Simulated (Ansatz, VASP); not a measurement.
## One calculation of KMn, two programs

```
K Mn
1.0
     4.15390    0.00000    0.00000
     0.00000    4.15390    0.00000
     0.00000    0.00000    4.15390
K Mn
1 1
Direct
  0.00000 0.00000 0.00000
  0.50000 0.50000 0.50000
```

Alike in both runs: functional PBE; k mesh 6 × 6 × 6; occupations gaussian, width 0.1 eV; collinear spin.

Ansatz relaxed the structure, and its values are those at the end. VASP's run is a single point on that final structure, the one shown.

```csv
,VASP,Ansatz
version,VASP 6.6.1,Ansatz 0.2.0
potentials or method,"VASP PAW PBE potentials, release 64 (K_sv, Mn_pv)","scalar-relativistic, plane waves, PAW"
plane-wave cutoff (eV),520,420
valence electrons in the cell,22,24
```

```tsv
	VASP	Ansatz	Ansatz less VASP
gap on the k mesh at the Fermi level (eV)	none	none	-
pressure (GPa)	0.1	0.2	+0.02
net moment per atom (μB)	2.13	2.13	+0.001
size of the moment on the site where the two differ most (μB)	4.19	4.44	+0.250
```

Site moments also hang on the region over which each program counts them. A gap of «none» marks a metal or a gap that the smearing closes. The two sets of potentials don't hold the same shells in valence.
